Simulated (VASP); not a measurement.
Crystal: Rh.

```xyz
1
Lattice="0.0000 1.9030 1.9030 1.9030 0.0000 1.9030 1.9030 1.9030 0.0000" Properties=species:S:1:pos:R:3 pbc="T T T"
Rh    0.0000    0.0000    0.0000
```

- Program: VASP 6.6.1
- Task: relaxation of cell and atoms
- Functional: PBEsol
- Potentials or basis: VASP PAW PBE potentials, release 64 (Rh)
- Cutoff: 580 eV
- k mesh: 18 × 18 × 18
- Occupations: gaussian, width 0.1 eV
- Spin: no spin polarisation

At the start: pressure -6.9 GPa; volume 13.78 Å³/atom.

Q: Where does the relaxation end?

A: Over 4 steps the energy falls by 7.5 meV/atom and the volume is 13.45 Å³/atom (-2.4 %); space group Fm-3m (No. 225, to 0.05 Å).

Step by step:
```
step  energy change (eV)  largest force (eV/Å)  pressure (GPa)  volume (Å³)
   1              0.0000                0.0000           -6.93        13.78
   2              0.0450                0.0000           21.98        12.63
   3             -0.0075                0.0000           -0.17        13.45
   4             -0.0075                0.0000           -0.01        13.45
```

Final structure:
```xyz
1
Lattice="0.0000 1.8873 1.8873 1.8873 0.0000 1.8873 1.8873 1.8873 0.0000" Properties=species:S:1:pos:R:3 pbc="T T T"
Rh    1.8873    1.8873    0.0000
```

Caveat: the PAW data sets were made with another functional, which shifts forces and pressure a little.
